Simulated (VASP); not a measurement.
An input for Quantum ESPRESSO's pw.x (written as the equivalent of a VASP run, and not itself run):

```
&CONTROL
  calculation = 'vc-relax'
  pseudo_dir = './pseudo'
  outdir = './out'
  tprnfor = .true.
  tstress = .true.
  nstep = 60
  forc_conv_thr = 0.00078
/
&SYSTEM
  ibrav = 0
  nat = 6
  ntyp = 2
  ecutwfc = 84
  occupations = 'smearing'
  smearing = 'methfessel-paxton'
  degauss = 0.00735
  input_dft = 'pbe'
  vdw_corr = 'grimme-d3'
  dftd3_version = 4
  dftd3_threebody = .false.
/
&ELECTRONS
  conv_thr = 7.3e-08
  electron_maxstep = 100
/
&IONS
/
&CELL
/
ATOMIC_SPECIES
  Ir 192.217 Ir.upf
  O 15.999 O.upf
CELL_PARAMETERS angstrom
     4.5199840    0.0000000    0.0000000
     0.0000000    4.5199840    0.0000000
     0.0000000    0.0000000    3.1770696
ATOMIC_POSITIONS crystal
  Ir   1.0000000  1.0000000  0.0000000
  Ir   0.5000000  0.5000000  0.5000000
  O    0.3084091  0.3084091  1.0000000
  O    0.8084091  0.1915909  0.5000000
  O    0.1915909  0.8084091  0.5000000
  O    0.6915909  0.6915909  0.0000000
K_POINTS automatic
  6 6 9 0 0 0
```

### Question
Write the VASP files for the same calculation (PBE-D3(BJ)).

### Answer
One answer among several that fit: 
INCAR:
```
LREAL = F
ALGO = Normal   # blocked Davidson
SIGMA = 0.1
EDIFF = 1E-6
IBRION = 2
LCHARG = F
LMAXMIX = 6
NELM = 100   # most electronic steps
IVDW = 12
LWAVE = F
GGA = PE   # PBE
ISIF = 3   # ions, shape and volume
SYSTEM = IrO2
ENCUT = 520
NSW = 60
LASPH = T   # aspherical one-centre terms
ISMEAR = 1
PREC = Accurate
EDIFFG = -0.02
```

### KPOINTS
```
Automatic mesh
0
Gamma
6 6 9
0 0 0
```

**POSCAR**
```
IrO2
1.0
  4.5199839656   0.0000000000   0.0000000000
  0.0000000000   4.5199839656   0.0000000000
  0.0000000000   0.0000000000   3.1770695640
Ir O
2 4
direct
  1.0000000000   1.0000000000   0.0000000000
  0.5000000000   0.5000000000   0.5000000000
  0.3084091350   0.3084091350   1.0000000000
  0.8084091350   0.1915908650   0.5000000000
  0.1915908650   0.8084091350   0.5000000000
  0.6915908650   0.6915908650   0.0000000000
```

POTCAR, in this order: Ir O (PBE.64 set). Program: vasp_std.

What does not carry over: the potentials are each code's own (VASP's PAW set, PseudoDojo norm-conserving files in pw.x), so ENCUT and ecutwfc are chosen apart and not converted; conv_thr bounds pw.x's estimated SCF error, while EDIFF bounds the energy change between steps; forc_conv_thr acts on force components and is met together with etot_conv_thr.

The compound is IrO2 in the rutile structure. This run relaxes it. Symmetry was kept, so distortions that lower it aren't found. The start is the result of an earlier pass.
